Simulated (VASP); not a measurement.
An input for Ansatz (written as the equivalent of a VASP run, and not itself run):

Ansatz 0.2 input:
```yaml
crystal:
  lattice:
    - [1.5651935, -2.7109946, 0.0000000]
    - [1.5651935, 2.7109946, 0.0000000]
    - [0.0000000, 0.0000000, 5.0996906]
  atoms:
    - { symbol: Ga, position: [0.6666670, 0.3333330, 0.5001883] }
    - { symbol: Ga, position: [0.3333330, 0.6666670, 0.0001883] }
    - { symbol: N, position: [0.6666670, 0.3333330, 0.8768117] }
    - { symbol: N, position: [0.3333330, 0.6666670, 0.3768117] }
kpoints:
  mp_grid: { grid: [8, 8, 5] }
hamiltonian:
  xc: pbesol
  pseudopotentials: { kind: paw }
scf:
  occupations: { method: gaussian, width: 0.05 }
  max_iter: 100
relax:
  max_steps: 40
  f_tol: 0.02
  cell: { p_target: 10 }
output: { forces: true, stress: true, eigenvalues: true }
```

Q: Write the VASP files for the same calculation (PBEsol).

A: Several could match; the one computed here: 
### KPOINTS
```
Automatic mesh
0
G
 8 8 5
```

### POSCAR
```
GaN
1
    1.5651934875    -2.7109946060     0.0000000000
    1.5651934875     2.7109946060     0.0000000000
    0.0000000000     0.0000000000     5.0996906462
Ga N
2 2
Direct
  0.6666670000   0.3333330000   0.5001883095
  0.3333330000   0.6666670000   0.0001883095
  0.6666670000   0.3333330000   0.8768116905
  0.3333330000   0.6666670000   0.3768116905
```

### INCAR
```
SYSTEM = GaN
PREC = Accurate
ENCUT = 620
EDIFF = 1E-6
NELM = 100
ALGO = Normal
LREAL = .FALSE.
LASPH = .TRUE.
ISMEAR = 0
SIGMA = 0.05
GGA = PS
LMAXMIX = 4
LWAVE = .FALSE.
LCHARG = .FALSE.
IBRION = 2
ISIF = 3
NSW = 40
EDIFFG = -0.02
PSTRESS = 100
```

POTCAR, in this order: Ga_d N (PBE.64 set). Program: vasp_std.

What does not carry over: each code has its own PAW files, so the cut-off isn't converted (ENCUT is set for VASP's; basis.ecutwfc is left out, and Ansatz then takes the one that its files recommend); Ansatz stops its SCF on the density residual and VASP on the energy change (EDIFF).

The compound is GaN in the wurtzite structure. It was relaxed first under an external pressure of 10 GPa.
